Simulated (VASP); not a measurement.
Given:

```xyz
4
Lattice="3.7054 0.0000 0.0000 0.0000 3.7054 0.0000 0.0000 0.0000 4.3900" Properties=species:S:1:pos:R:3 pbc="T T T"
Sn     1.8527     0.0000     3.2350
Sn     0.0000     1.8527     1.1550
O      1.8527     1.8527     0.0000
O      0.0000     0.0000     0.0000
```

Computed with LDA (Ceperley-Alder, Perdew-Zunger), VASP's LDA PAW potentials (set 64) (plane waves; VASP). Numerical set-up: 620 eV cut-off, 8×8×7 Γ-centred mesh, first-order Methfessel-Paxton smearing of 0.10 eV, potentials Sn_d O.

Energy and stress use the plane-wave basis of the starting cell.

Q: The ions, cell shape and volume at an external pressure of 10.0 GPa are relaxed. What does this cell relax into?

A: 
```xyz
4
Lattice="3.6624 0.0000 0.0000 0.0000 3.6624 0.0000 0.0000 0.0000 4.2498" Properties=species:S:1:pos:R:3 pbc="T T T"
Sn     1.8312     3.6624     3.0921
Sn     0.0000     1.8312     1.1577
O      1.8312     1.8312     4.2498
O      0.0000     3.6624     0.0000
```
Space group P4/nmm (129), at a tolerance of 0.03 Å.

Q: How do energy and volume change from the first to the last step?

A: The energy (σ→0) changes by +37.8 meV/atom and the volume by -5.4 %, in 14 ionic steps.

The compound is SnO in the litharge structure. This run relaxes it under an external pressure of 10 GPa. Symmetry was kept, so distortions that lower it aren't found.
